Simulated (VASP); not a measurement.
Write the native input for VASP 6.6.1 that does the following.

```yaml
Task: relaxation of cell and atoms
Functional: PBE
Potentials_or_basis: VASP PAW PBE potentials, release 64 (Mg, Ti_sv, N)
Cutoff: 520 eV
k_mesh: 5 × 5 × 2
Occupations: gaussian, width 0.15 eV
Spin: no spin polarisation
Further_INCAR_settings: PREC = Normal; ALGO = Fast; EDIFF = 0.0001; IBRION = 2; EDIFFG = -0.08; NSW = 24; ISIF = 3
```

The structure of MgTi2N2 lies in POSCAR:

```
MgTi2N2
1.0
    3.4000000000      0.0000000000      0.0000000000
   -1.7000000000      2.9444863700      0.0000000000
    0.0000000000      0.0000000000      6.3000000000
Mg Ti N
1 2 2
Direct
    0.0000000000      0.0000000000      0.0000000000
    0.6666666700      0.3333333300      0.3700000000
    0.3333333300      0.6666666700      0.6300000000
    0.3333333300      0.6666666700      0.2600000000
    0.6666666700      0.3333333300      0.7400000000
```

The cell was built by a generator and needn't be a form met in nature.

One way to write it, as run:

INCAR

```
SYSTEM = MgTi2N2
PREC = Normal
ENCUT = 520
EDIFF = 1E-4
ISMEAR = 0
SIGMA = 0.15
LREAL = .FALSE.
LASPH = .TRUE.
NELM = 60
ALGO = Fast
ISIF = 3
LWAVE = .FALSE.
LCHARG = .FALSE.
GGA = PE
IBRION = 2
NSW = 24
EDIFFG = -0.08
```

KPOINTS

```
Automatic mesh
0
G
  5 5 2
  0 0 0
```

Potentials or basis: VASP PAW PBE potentials, release 64 (Mg, Ti_sv, N).

Run with:

```console
$ cat potpaw_PBE.64/Mg/POTCAR potpaw_PBE.64/Ti_sv/POTCAR potpaw_PBE.64/N/POTCAR > POTCAR
$ mpirun -np 1 vasp_std > vasp.out
```

Results of the run:

```
Relaxed volume                         : 11.81 Å³/atom
Relaxed cell                           : a = 3.049 Å, b = 3.049 Å, c = 7.335 Å, α = 90.00°, β = 90.00°, γ = 120.00°
Space group after relaxing (to 0.05 Å) : P-3m1 (No. 164)
Energy gained by relaxing              : 318.9 meV/atom
Ionic steps                            : 22
Pressure after relaxing                : 0.1 GPa
Largest force after relaxing           : 0.038 eV/Å
Band gap on the k mesh                 : none (metal or under the smearing width)
```

Caveat: the k mesh is coarse (spacing up to 0.50 Å⁻¹), so the values aren't converged; the relaxation stopped at a loose force limit of 0.08 eV/Å, so its end isn't a converged minimum.

It took 2.5 min on 1 thread of Intel(R) Xeon(R) Platinum 8488C (Sapphire Rapids), with other jobs on the host, peak memory 0.15 GiB.
